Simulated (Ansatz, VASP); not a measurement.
# YbI2 in two plane-wave programs, part 3 of 3

Wanted: the spread between two codes on one cell, functional and k mesh. Of the first pair: The cell is taken from a series of runs on this material, whose earlier steps may have relaxed, scaled, displaced or heated it; both programs get it as it stands.

VASP 6.6.1 and Ansatz 0.2.0.

So far. Step 4 (Differences): VASP's last cycles still show a density residual of 4e-03, so its state may not be settled. Step 7 (Comparison): VASP's last cycles still show a density residual of 8e-03, so its state may not be settled.

**8. Ansatz: zone-centre phonons, PBEsol, DFT+U**

Level of this step: Ansatz beside VASP: Kohn-Sham DFT, plane waves, PBEsol, DFT+U (Ansatz).

Second derivatives magnify differences that forces hide, and they need a tight electronic threshold.

The cell is taken from a series of runs on this material, whose earlier steps may have relaxed, scaled, displaced or heated it; both programs get it as it stands.

input.yaml

```yaml
crystal:
  lattice:
    - [4.4168717702, 0.0, 0.0]
    - [-2.2084358851, 3.8251231582, 0.0]
    - [0.0, 0.0, 7.1047133531]
  atoms:
    - { symbol: Yb, position: [0.0, 0.0, 0.0] }
    - { symbol: I, position: [0.3333333333, 0.6666666667, 0.7503025151] }
    - { symbol: I, position: [0.6666666667, 0.3333333333, 0.2496974849] }
kpoints:
  mp_grid: { grid: [6, 6, 4] }
hamiltonian:
  xc: pbesol
  hubbard: { sites: [{ species: Yb, l: f, u_eff: 6.0 }] }
scf:
  occupations: { method: fixed }
  convergence: { dr2_threshold: 1.0e-10 }
output:
  eigenvalues: true
phonons:
  method: dfpt
  dielectric: true
  rigid_motions: translations
```

Started as:

```
$ ansatz run input.yaml --threads 4 --pin off --max-ram 14336MiB --backend cpu --events-out ev --progress --plain --runs-dir out
```

Numbers of over 12 decimals in the logs are rounded to 6 here.

The log of the run:

```text
[...]
Crystal: 3 atoms, lattice volume = 120.035 Å³
Basis set: ecut = 420 eV, 2333 PW (Γ), exchange–correlation on 60×60×96 points (8 copies of the dense FFT grid, shifted against one another)
Bands: 35, of which v1, the nominal top of the filled ones, is band 29 counted from 1 (28 counted from 0)
Symmetry: 12 space group operations
k-points: 47 of 144 (irreducible under 2 space group operations, time reversal used)
[...]
optical modes at Γ + LO–TO along q̂ = [1.0000, 0.0000, 0.0000]:
      ω (cm⁻¹)  modes    IR ((D/Å)²/amu)
[...]
optical modes at Γ + LO–TO along q̂ = [0.0000, 1.0000, 0.0000]:
      ω (cm⁻¹)  modes    IR ((D/Å)²/amu)
[...]
optical modes at Γ + LO–TO along q̂ = [0.0000, 0.0000, 1.0000]:
      ω (cm⁻¹)  modes    IR ((D/Å)²/amu)
         73.18      2             0.0000
         92.78      1             0.0000
         93.61      2             2.7922
        131.55      1             0.4529
[key lines of the parts left out:]
SCF converged after 13 iterations
Free energy (F): -28545.478429 eV
Fermi energy:    6.016981 eV
```

**9. VASP: zone-centre phonons, PBEsol, DFT+U**

The same cell, functional and mesh now go to VASP, with its own data sets.

INCAR

```
SYSTEM = YbI2
PREC = Accurate
ENCUT = 600
EDIFF = 1E-08
NELM = 200
ISMEAR = 0
SIGMA = 0.01
LREAL = .FALSE.
ALGO = Normal
GGA = PS
NBANDS = 25
LDAU = .TRUE.
LDAUTYPE = 2
LDAUL = 3 -1
LDAUU = 6 0
LDAUJ = 0 0
LDAUPRINT = 1
LASPH = .TRUE.
LMAXMIX = 6
LORBIT = 11
LWAVE = .FALSE.
LCHARG = .FALSE.
ISIF = 2
IBRION = 6
NFREE = 2
POTIM = 0.015
NSW = 1
GGA_COMPAT = .FALSE.
EFERMI = MIDGAP
KPAR = 2
```

POSCAR

```
YbI2
1.0
    4.4168717702      0.0000000000      0.0000000000
   -2.2084358851      3.8251231582      0.0000000000
    0.0000000000      0.0000000000      7.1047133531
Yb I
1 2
Direct
    0.0000000000      0.0000000000      0.0000000000
    0.3333333333      0.6666666667      0.7503025151
    0.6666666667      0.3333333333      0.2496974849
```

KPOINTS

```
Automatic mesh
0
Gamma
6 6 4
0 0 0
```

Potentials, in the order of the species: Yb and I (PBE family, release 64).

Started as:

```
$ mpirun -np 2 vasp_std
```

The log of the run:

```text
[... set-up lines as in an earlier step ...]
 entering main loop
       N       E                     dE             d eps       ncg     rms          rms(c)
DAV:   1     0.305547201074E+03    0.30555E+03   -0.15312E+04  1747   0.936E+03
DAV:   2     0.460162789492E+02   -0.25953E+03   -0.24944E+03  1657   0.100E+03
DAV:   3    -0.678632165345E+01   -0.52803E+02   -0.52429E+02  1807   0.196E+02
DAV:   4    -0.107053935715E+02   -0.39191E+01   -0.39040E+01  2021   0.503E+01
[...]
DAV:  35    -0.113473629793E+02   -0.52145E-07   -0.11878E-08  1221   0.411E-03    0.189E-02
DAV:  36    -0.113473629912E+02   -0.11826E-07   -0.26191E-08  1447   0.309E-03    0.997E-03
DAV:  37    -0.113473629877E+02    0.34534E-08   -0.11190E-08  1017   0.341E-03
   1 F= -.11347363E+02 E0= -.11347363E+02  d E =0.000000E+00
[... from here on, the cycles between the ionic steps are left out ...]
   3 F= -.11347001E+02 E0= -.11347001E+02  d E =0.000000E+00
   4 F= -.11346731E+02 E0= -.11346731E+02  d E =0.000000E+00
   5 F= -.11346731E+02 E0= -.11346731E+02  d E =0.000000E+00
   6 F= -.11347137E+02 E0= -.11347137E+02  d E =0.000000E+00
   7 F= -.11347138E+02 E0= -.11347138E+02  d E =0.000000E+00
   8 F= -.11347295E+02 E0= -.11347295E+02  d E =0.000000E+00
   9 F= -.11346679E+02 E0= -.11346679E+02  d E =0.000000E+00
 Finite differences progress:
  Degree of freedom:   4/  4
  Displacement:        2/  2
  Total:               8/  8
```

From OUTCAR (step 9):

```text
  Total       -0.1005587     -0.1005587     -0.1540138      0.0000000      0.0000000      0.0000000
  in kB       -1.3422196     -1.3422196     -2.0557177      0.0000000      0.0000000      0.0000000
  external PRESSURE =      -1.5800523 kB  Pullay stress =       0.0000000 kB

 POSITION                                       TOTAL-FORCE (eV/Angst)
 -----------------------------------------------------------------------------------
      0.00000      0.00000      0.00000         0.000000     -0.000000     -0.041354
     -0.00000      2.55008      5.31568        -0.000000      0.000000      0.069855
      2.20844      1.27504      1.77403        -0.000000      0.000000     -0.028500
 -----------------------------------------------------------------------------------
    total drift:                                0.000001     -0.000000     -0.000149

  FREE ENERGIE OF THE ION-ELECTRON SYSTEM (eV)
  ---------------------------------------------------
  free  energy   TOTEN  =       -11.3466791356 eV

  energy  without entropy=      -11.3466791356  energy(sigma->0) =      -11.34667914

[... 1 part as in an earlier step ...]

[... 2 further parts left out ...]
[key lines of the parts left out:]
E-fermi :   3.3816
```

Levels, forces or a CONTCAR printed for this step are those of its last displaced cell, not of the structure at rest.

**10. Comparison**

What differs besides the data sets and the points named for the pairs above, as far as they apply: fixed occupations in Ansatz, narrow Gaussian smearing in VASP; the data sets hold 58 valence electrons in Ansatz (on its default PAW (the set named soft_2) files) and 38 in VASP; VASP uses finite displacements, Ansatz perturbation theory. Total energies have different zeros and are not compared.

The two programs side by side:

| quantity | Ansatz | VASP | difference |
| --- | --- | --- | --- |
| optical mode 1 to 2 (cm⁻¹) | 73.2 | 72.0 | +1.63 % |
| optical mode 3 (cm⁻¹) | 92.8 | 91.5 | +1.39 % |
| optical mode 4 to 5 (cm⁻¹) | 93.6 | 92.1 | +1.61 % |
| optical mode 6 (cm⁻¹) | 122.9 | 121.3 | +1.32 % |

Modes are paired by rising frequency, not by their patterns, so a pair may set unlike modes beside each other; they are those without the splitting of longitudinal modes.

**11. Summary of results**

```
difference in volume (relaxation of cell and atoms, PBEsol, DFT+U, pair 1)                                                  : 0.37 %
difference in volume (relaxation of cell and atoms, PBEsol, DFT+U, pair 2)                                                  : 0.50 %
r.m.s. difference of the optical zone-centre modes, each program's sorted by frequency (zone-centre phonons, PBEsol, DFT+U) : 1.4 cm⁻¹
difference in optical mode 1 to 2 (zone-centre phonons, PBEsol, DFT+U)                                                      : +1.6 %
```

**Reading.** The difference in volume is 0.50 % (relaxation of cell and atoms, PBEsol, DFT+U, pair 2). The data sets hold unlike numbers of valence electrons (58 in Ansatz and 38 in VASP), so part of the differences comes from the potentials. Among the rows given in per cent, the largest difference of the zone-centre phonons, PBEsol, DFT+U pair is in optical mode 1 to 2, +1.6 %. How closely two codes agree says nothing of how well the functional describes the real material.

[Lines on the potential files, build, host, timing and source positions are cut from VASP's logs without a mark.]

[Logs are printed without paths, hosts, clocks, repeated set-up lines and the standing remarks that a program may print on its own settings, such as how far it seeks lower states.]

[Hosts, paths, dates, database ids (printed as entryN), source tags and the programs' standing remarks are cut or masked in the printed files.]
